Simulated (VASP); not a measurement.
VASP runs on KCl (space group Fm-3m) share one base input (revPBE GGA, plane waves, VASP's PBE PAW potentials (set 64)) and change the settings named in each case.

### KPOINTS
```
Automatic mesh
0
Gamma
9 9 9
0 0 0
```

INCAR:
```
# general
SYSTEM = KCl
PREC   = Accurate
ENCUT  = 300
LREAL  = F
LASPH  = T

# electronic loop
EDIFF  = 1E-6
NELM   = 100
ALGO   = Normal

# smearing
ISMEAR = 0
SIGMA  = 0.01

# functional
GGA    = RE

# ions
ISIF   = 2

# output
LWAVE  = F
LCHARG = F
```

File POSCAR:
```
KCl
1.0
  0.0000000000   3.1622920000   3.1622920000
  3.1622920000   0.0000000000   3.1622920000
  3.1622920000   3.1622920000   0.0000000000
K Cl
1 1
Cart
  0.0000000000   0.0000000000   0.0000000000
  3.1622920000   3.1622920000   3.1622920000
```

POTCAR, in this order: K_sv Cl (PBE.64 set). Program: vasp_std.

| change | E(σ→0) (eV/atom) | pressure (GPa) |
|---|---|---|
| base run | -3.2332 | 1.50 |
| KPOINTS 1×1×1 Γ-centred mesh | -1.8951 | 13.04 |
| KPOINTS 2×2×2 Γ-centred mesh | -3.2023 | 1.84 |
| KPOINTS 3×3×3 Γ-centred mesh | -3.2318 | 1.51 |
| KPOINTS 4×4×4 Γ-centred mesh | -3.2331 | 1.50 |
| KPOINTS 5×5×5 Γ-centred mesh | -3.2332 | 1.49 |
| KPOINTS 6×6×6 Γ-centred mesh | -3.2332 | 1.50 |
| KPOINTS 7×7×7 Γ-centred mesh | -3.2331 | 1.49 |
| KPOINTS 10×10×10 Γ-centred mesh | -3.2331 | 1.50 |
| KPOINTS 12×12×12 Γ-centred mesh | -3.2331 | 1.50 |
| KPOINTS 14×14×14 Γ-centred mesh | -3.2331 | 1.50 |
| KPOINTS 18×18×18 Γ-centred mesh | -3.2331 | 1.50 |
| KPOINTS 22×22×22 Γ-centred mesh | -3.2331 | 1.50 |
 Energies of different potentials or functionals have different zeros.  At 300 eV the pressure can carry a Pulay error.

Left out are runs that ran out of time, are held back, or changed the cell or the kind of run, fixed moments of cells without a moment, rows past the twelfth, gaps on odd meshes, pressures of charged cells and columns that move by less than the noise.

The structure comes from a computed database's KCl entry; how it stands against other phases isn't given here. The cell was not relaxed at this level, its lattice was scaled by up to 2.5 %.
